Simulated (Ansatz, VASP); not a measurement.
**ZrC in two plane-wave programs**

Aim: how closely do two programs agree when they are given the same cell, functional and k mesh? The cell is taken from a series of runs on this material, whose earlier steps may have relaxed, scaled, displaced or heated it; both programs get it as it stands.

Main program and level: Ansatz 0.2.0; plane waves, with VASP 6.6.1 beside it; elastic constants at BLYP.

### 1. Starting point

It takes space group Fm-3m (No. 225, cubic). Conventional cell: a = 4.761 Å, b = 4.761 Å, c = 4.761 Å, α = 90.00°, β = 90.00°, γ = 90.00°. Nearest to Zr lie 6 C at 2.38 Å. C has 6 Zr at 2.38 Å nearest. Farther neighbours are not listed.

### 2. Ansatz: elastic constants, BLYP

Ansatz runs on its default PAW (the set named soft_2) files.

Elastic constants are differences of stresses under small strains, so they test the stress and the mesh.

The input, input.yaml:

```yaml
crystal:
  lattice:
    - [0.0, 2.3803921057, 2.3803921057]
    - [2.3803921057, 0.0, 2.3803921057]
    - [2.3803921057, 2.3803921057, 0.0]
  atoms:
    - { symbol: Zr, position: [0.0, 0.0, 0.0] }
    - { symbol: C, position: [0.5, 0.5, 0.5] }
kpoints:
  mp_grid: { grid: [22, 22, 22] }
hamiltonian:
  xc: blyp
scf:
  occupations: { method: methfessel_paxton, width: 0.25 }
output:
  forces: true
  stress: true
  eigenvalues: true
elastic:
  mode: relaxed_ion
  stencil: two_point
  amplitude: 0.01
```

Run with:

```sh
> ansatz run input.yaml --threads 4 --pin off --max-ram 16384MiB --backend cpu --events-out ev --progress --plain --runs-dir out
```

Numbers of over 12 decimals in the logs are rounded to 6 here.

The program printed:

```text
Engine: ansatz 0.2.0, aarch64-unknown-linux-gnu
Pseudopotentials: kind: paw
Pseudopotential: Zr, paw, valence charge 12, recommended cutoff 420 eV (normal), Zr.paw.azcp
Pseudopotential: C, paw, valence charge 4, recommended cutoff 420 eV (normal), C.paw.azcp
Functional definition: BLYP
  parameter beta = 0.0042
  parameter a = 0.04918
  parameter b = 0.132
  parameter c = 0.2533
  parameter d = 0.349
  exchange = b88_x(beta = beta)
  correlation = lyp_c(a = a, b = b, c = c, d = d)
Crystal: 2 atoms, lattice volume = 26.976 Å³
Basis set: ecut = 420 eV, 531 PW (Γ), exchange–correlation on 48×48×48 points (8 copies of the dense FFT grid, shifted against one another)
Bands: 12, of which v1, the nominal top of the filled ones, is band 8 counted from 1 (7 counted from 0)
Symmetry: 48 space group operations
Space group: Fm-3m (ITA 225), of the structure as read, at distance tolerance 3.0e-5 Å
k-points: 328 of 10648
Non-local potential: Zr, projectors of the file, l = 0: 3, l = 1: 2, l = 2: 2, l = 3: 2
Non-local potential: C, projectors of the file, l = 0: 2, l = 1: 2, l = 2: 1
PAW form: soft (Blöchl's): semilocal exchange-correlation on the pseudo side does not see the compensation charge
PAW frozen core: Zr, regenerated for the run's functional, and the local potential with it (the file was generated under x = pbe(κ = 0.804, μ = 0.219515), c = pbe(β = 0.066725))
PAW frozen core: C, regenerated for the run's functional, and the local potential with it (the file was generated under x = pbe(κ = 0.804, μ = 0.219515), c = pbe(β = 0.066725))
PAW one-centre angular grid: Zr, 590 points (default); XC on 64 Gauss nodes
PAW one-centre angular grid: C, 110 points (default); XC on 64 Gauss nodes
Initial density: superposition of atomic densities (neutral atoms: chi_scale 0, normalization atom), corrected by the library's trained network
Initial wavefunctions: pseudopotential atomic-orbital guess
Functional: x = b88, c = lyp
SCF iter   1: F=—  HF=-4450.051060 eV  |F-HF|=—  |Δ(HF+E_count)|=         —  Δρ=2.43e-2  dr2=2.02e-1  ethr=1.77e-3  ⟨swp⟩=5.0  Hψ=20090  notcnv=0
preconditioner: auto → none  [metal: Δε(μ)=0.006 eV  Ē_g=17.868 eV  σ=0.250 eV  W_gap=0.02  n_scr=8 (ndim 8)  ℏωp=26.8 eV  f_vac=0.000  D(μ)=0.25/eV (n_scr^D=0)  sad-step TF]
SCF iter   2: F=—  HF=-4450.021220 eV  |F-HF|=—  |Δ(HF+E_count)|=   2.98e-2  S|Δr|=    0.00e0  Δρ=1.43e-2  dr2=7.50e-2  ethr=1.26e-3  ⟨swp⟩=1.0  Hψ=6560  notcnv=0
SCF iter   3: F=—  HF=-4450.004822 eV  |F-HF|=—  |Δ(HF+E_count)|=   1.64e-2  S|Δr|=    0.00e0  Δρ=7.68e-4  dr2=1.28e-4  ethr=4.69e-4  ⟨swp⟩=2.0  Hψ=5022  notcnv=0
SCF iter   4: F=—  HF=-4450.004839 eV  |F-HF|=—  |Δ(HF+E_count)|=   1.67e-5  S|Δr|=    0.00e0  Δρ=1.30e-4  dr2=3.63e-6  ethr=7.98e-7  ⟨swp⟩=2.0  Hψ=5040  notcnv=0
SCF iter   5: F=—  HF=-4450.004847 eV  |F-HF|=—  |Δ(HF+E_count)|=   7.89e-6  S|Δr|=    0.00e0  Δρ=2.09e-5  dr2=5.45e-8  ethr=2.27e-8  ⟨swp⟩=2.7  Hψ=6487  notcnv=0
SCF iter   6: F=—  HF=-4450.004847 eV  |F-HF|=—  |Δ(HF+E_count)|=   1.48e-8  S|Δr|=    0.00e0  Δρ=2.04e-6  dr2=6.08e-10  ethr=3.41e-10  ⟨swp⟩=2.4  Hψ=6191  notcnv=0
SCF iter   7: F=—  HF=-4450.004847 eV  |F-HF|=—  |Δ(HF+E_count)|=  8.17e-10  S|Δr|=    0.00e0  Δρ=1.86e-7  dr2=6.77e-12  ethr=3.80e-12  ⟨swp⟩=2.0  Hψ=6458  notcnv=0
SCF iter   8: F=-4450.004847 eV  HF=-4450.004847 eV  |F-HF|=9.09e-13  |Δ(HF+E_count)|=  1.27e-11  S|Δr|=    0.00e0  Δρ=1.70e-8  dr2=8.86e-14  ethr=1.00e-12  ⟨swp⟩=3.2  Hψ=15786  notcnv=0
SCF 1 converged in 8 iterations: F = -4450.004847 eV  dr2 = 8.86e-14
  greatest PAW one-centre occupation: 0.996 electrons in one spin orbital (limit 2), on the Zr atom at site 0 (counted from 0), in its partial waves of l = 0
Crystal: 2 atoms, lattice volume = 26.706 Å³
Symmetry: 16 space group operations
k-points: 834 of 10648
Initial density: handed on by an earlier stage of this run
Initial wavefunctions: those handed on with the density
iter 1 solved again at ethr=1.12e-5 eV; its pass at ethr=3.10e-3 eV (dr2=1.79e-3 eV) is discarded
SCF iter   1: F=—  HF=-4450.001754 eV  |F-HF|=—  |Δ(HF+E_count)|=         —  Δρ=2.44e-3  dr2=1.82e-3  ethr=1.12e-5  ⟨swp⟩=1.1  Hψ=70481  notcnv=0
preconditioner: auto → none  [metal: Δε(μ)=0.012 eV  Ē_g=17.866 eV  σ=0.250 eV  W_gap=0.04  n_scr=8 (ndim 8)  ℏωp=26.9 eV  f_vac=0.000  D(μ)=0.28/eV (n_scr^D=0)]
[...]
SCF 2 converged in 8 iterations: F = -4450.001248 eV  dr2 = 2.57e-15
Crystal: 2 atoms, lattice volume = 27.246 Å³
Basis set: ecut = 420 eV, 533 PW (Γ), exchange–correlation on 48×48×48 points (8 copies of the dense FFT grid, shifted against one another)
[...]
preconditioner: auto → none  [metal: Δε(μ)=0.014 eV  Ē_g=8.179 eV  σ=0.250 eV  W_gap=0.05  n_scr=8 (ndim 8)  ℏωp=20.1 eV  f_vac=0.000  D(μ)=0.28/eV (n_scr^D=0)]
[...]
SCF 3 converged in 6 iterations: F = -4450.001519 eV  dr2 = 6.09e-15
Crystal: 2 atoms, lattice volume = 26.975 Å³
Symmetry: 8 space group operations
k-points: 1530 of 10648
[...]
preconditioner: auto → none  [metal: Δε(μ)=0.010 eV  Ē_g=8.245 eV  σ=0.250 eV  W_gap=0.03  n_scr=8 (ndim 8)  ℏωp=20.2 eV  f_vac=0.000  D(μ)=0.28/eV (n_scr^D=0)]
[...]
SCF iter   5: F=—  HF=-4450.003582 eV  |F-HF|=—  |Δ(HF+E_count)|=  4.97e-10  S|Δr|=    0.00e0  Δρ=3.49e-7  dr2=1.36e-11  ethr=1.57e-12  ⟨swp⟩=2.0  Hψ=30094  notcnv=0
SCF iter   6: F=—  HF=-4450.003582 eV  |F-HF|=—  |Δ(HF+E_count)|=  3.82e-11  S|Δr|=    0.00e0  Δρ=5.36e-8  dr2=3.74e-13  ethr=8.51e-14 (applied; sched 1.00e-12)  ⟨swp⟩=2.0  Hψ=29371  notcnv=0
SCF iter   7: F=-4450.003582 eV  HF=-4450.003582 eV  |F-HF|=9.09e-13  |Δ(HF+E_count)|=  1.82e-12  S|Δr|=    0.00e0  Δρ=6.20e-9  dr2=3.34e-15  ethr=1.00e-12  ⟨swp⟩=4.2  Hψ=61208  notcnv=0
SCF 4 converged in 7 iterations: F = -4450.003582 eV  dr2 = 3.34e-15
iter 1 solved again at ethr=3.31e-9 eV; its pass at ethr=3.10e-3 eV (dr2=5.29e-7 eV) is discarded
SCF iter   1: F=—  HF=-4450.003577 eV  |F-HF|=—  |Δ(HF+E_count)|=         —  Δρ=3.64e-5  dr2=4.64e-7  ethr=3.31e-9  ⟨swp⟩=2.1  Hψ=126548  notcnv=0
preconditioner: auto → none  [metal: Δε(μ)=0.008 eV  Ē_g=8.245 eV  σ=0.250 eV  W_gap=0.03  n_scr=8 (ndim 8)  ℏωp=20.2 eV  f_vac=0.000  D(μ)=0.28/eV (n_scr^D=0)]
SCF iter   2: F=—  HF=-4450.003582 eV  |F-HF|=—  |Δ(HF+E_count)|=   4.38e-6  S|Δr|=    0.00e0  Δρ=1.33e-5  dr2=4.76e-8  ethr=2.90e-9  ⟨swp⟩=2.0  Hψ=20930  notcnv=0
SCF iter   3: F=—  HF=-4450.003582 eV  |F-HF|=—  |Δ(HF+E_count)|=   1.88e-8  S|Δr|=    0.00e0  Δρ=3.02e-6  dr2=2.00e-9  ethr=2.98e-10  ⟨swp⟩=2.0  Hψ=20865  notcnv=0
SCF iter   4: F=—  HF=-4450.003582 eV  |F-HF|=—  |Δ(HF+E_count)|=   1.21e-9  S|Δr|=    0.00e0  Δρ=3.31e-7  dr2=2.09e-11  ethr=1.25e-11  ⟨swp⟩=2.1  Hψ=24530  notcnv=0
SCF iter   5: F=—  HF=-4450.003582 eV  |F-HF|=—  |Δ(HF+E_count)|=  1.00e-11  S|Δr|=    0.00e0  Δρ=7.62e-8  dr2=1.27e-12  ethr=1.31e-13 (applied; sched 1.00e-12)  ⟨swp⟩=2.2  Hψ=30135  notcnv=0
SCF iter   6: F=-4450.003582 eV  HF=-4450.003582 eV  |F-HF|=9.09e-13  |Δ(HF+E_count)|=  9.09e-13  S|Δr|=    0.00e0  Δρ=1.01e-8  dr2=2.70e-14  ethr=1.00e-12  ⟨swp⟩=4.3  Hψ=61976  notcnv=0
SCF 5 converged in 6 iterations: F = -4450.003582 eV  dr2 = 2.70e-14
SCF converged after 8 iterations
Stability not checked: this state was not tested for a lower state beside it, because cold or Methfessel-Paxton smearing, or corrected tetrahedra, fill the levels in a way that the test cannot read (fill_not_monotonic; see scf.lower_state_search)
Free energy (F): -4450.004847 eV
Harris-Foulkes:  -4450.004847 eV  (|F-HF|=9.09e-13)
Internal energy: -4450.005474 eV  (E = F + TS)
E sigma→0 (E₀):  -4450.005004 eV
Entropy (-TS):   0.000626 eV (0.313 meV/atom)
Fermi energy:    14.733625 eV
--- Per-component energies (eV) ---
  E_band       = -52.692277
  E_kinetic    = 422.252021
  E_local      = -619.177830  (includes V_loc(G=0)·N_el)
  E_nonlocal   = 105.557911
  E_hartree    = 185.817900
  E_xc         = -207.420518
  E_vxc        = -247.235159  (∫ρ·V_xc dr)
  E_paw        = -3069.503716  (= ΣΔE_a)
  E_vpaw       = -85.725051  (= ΣTr[D̂ρ^β])
  E_aug_tail   = 0.000034  (compensation charges beyond the density's cutoff)
  E_ewald      = -1267.613828
  E_core_change = 0.082552  (= ΣΔE_core)
  E_smearing   = 0.000626  (= −TS)
  E_closure    = -0.000000  (closes the sum)
  Σ components = -4450.004847   (vs F -4450.004847, Δ=0.00e0)
--- Forces (eV/Å), atoms counted from 1 ---
  atom   1  Zr    -0.00000000     0.00000000    -0.00000000
  atom   2  C      0.00000000    -0.00000000    -0.00000000
  max |Σ_I F_I| component: 4.93e-30 eV/Å
--- Stress (GPa, compression-positive) ---
        0.000877      -0.000000       0.000000
        0.000000       0.000877      -0.000000
       -0.000000       0.000000       0.000877
  P = ⅓ Tr σ = 0.0009 GPa (0.009 kbar)
--- Band table (eV; the first three rows and the last of 328) ---
  k-point 0: bands = [... 4 lower, 3.6356, 15.6049, 15.6049, 15.6049, 15.7983, 15.7983, 15.7983, 17.3744]
  k-point 1: bands = [... 4 lower, 3.6791, 15.1423, 15.2801, 15.2801, 15.9336, 15.9336, 16.1585, 17.6546]
  k-point 2: bands = [... 4 lower, 3.8073, 14.5158, 14.7541, 14.7541, 16.1014, 16.1014, 16.5030, 18.2833]
  k-point 327: bands = [... 4 lower, 5.3563, 12.2231, 12.5031, 12.5143, 17.4948, 18.2152, 19.9656, 21.1354]
--- Elastic constants: 2 strain directions × 2 members + reference (group order 48) ---
  dense FFT box of the reference and of every strained cell: 24×24×24
  strains applied: 11, 23; error gains: componentwise 1.00 (the most a stress slope's error grows in a printed constant), spectral 1.73 (1 for all six strains in a standard setting)
  C = ∂σ_k/∂η_j (tension-positive GPa; Voigt order 11 22 33 23 13 12):
       412.045    104.224    104.224     -0.000     -0.000      0.000
       104.224    412.045    104.224      0.000     -0.000     -0.000
       104.224    104.224    412.045     -0.000      0.000      0.000
        -0.000      0.000      0.000    150.683      0.000      0.000
         0.000     -0.000     -0.000     -0.000    150.683      0.000
        -0.000      0.000      0.000     -0.000     -0.000    150.683
  reference stress σ⁰ (GPa):     -0.001     -0.001     -0.001      0.000      0.000      0.000
  C* (energy form; C + prestress term) asymmetry max|C*_kj − C*_jk| = 1.421e-14 GPa — a small one proves nothing (zero by symmetry where the batch's group is 432, −43m or m−3m); a large one is finite-difference/SCF noise where every solve meets its electron count
  moduli (Voigt/Reuss/Hill, GPa): K = 206.83/206.83/206.83   G = 151.97/151.96/151.97   E = 366.21   ν = 0.205
  mechanically stable: yes (min eigenvalue of sym C = 150.68 GPa)
  strain η (Voigt 11):  stress-route row diagonal C_11 = 412.04 GPa, energy-path curvature d²(F+E_count+ΔE)/dδ²/Ω₀ = 411.77 GPa
         δ    σ_11 (GPa)             F (eV)   n_scf  n_hpsi   n_pw
    -1.000e-2      -4.3539       -4450.0012485       8  203476    534   relax 0 steps, max|allowed force component| 9.86e-30 eV/Å
     1.000e-2       3.8870       -4450.0015192       6  167883    548   relax 0 steps, max|allowed force component| 2.96e-31 eV/Å
  strain η (Voigt 23):  stress-route row diagonal C_44 = 150.68 GPa, energy-path curvature d²(F+E_count+ΔE)/dδ²/Ω₀ = 150.69 GPa
         δ    σ_23 (GPa)             F (eV)   n_scf  n_hpsi   n_pw
    -1.000e-2      -1.5068       -4450.0035817       7  348165    544   relax 0 steps, max|allowed force component| 1.58e-29 eV/Å
     1.000e-2       1.5068       -4450.0035817       6  306374    544   relax 0 steps, max|allowed force component| 1.38e-30 eV/Å
```

In the SCF lines HF is the Harris–Foulkes energy and dr2 the Hartree energy of the density residual, in eV; the loop may stop once dr2 is under the threshold and the program's other checks hold. Hψ counts applications of the Hamiltonian.

(Part 1 of 2 ends here.)

[Lines on the potential files, build, host, timing and source positions are cut from VASP's logs without a mark.]

[Logs are printed without paths, hosts, clocks, repeated set-up lines and the standing remarks that a program may print on its own settings, such as how far it seeks lower states.]

[Hosts, paths, dates, database ids (printed as entryN), source tags and the programs' standing remarks are cut or masked in the printed files.]
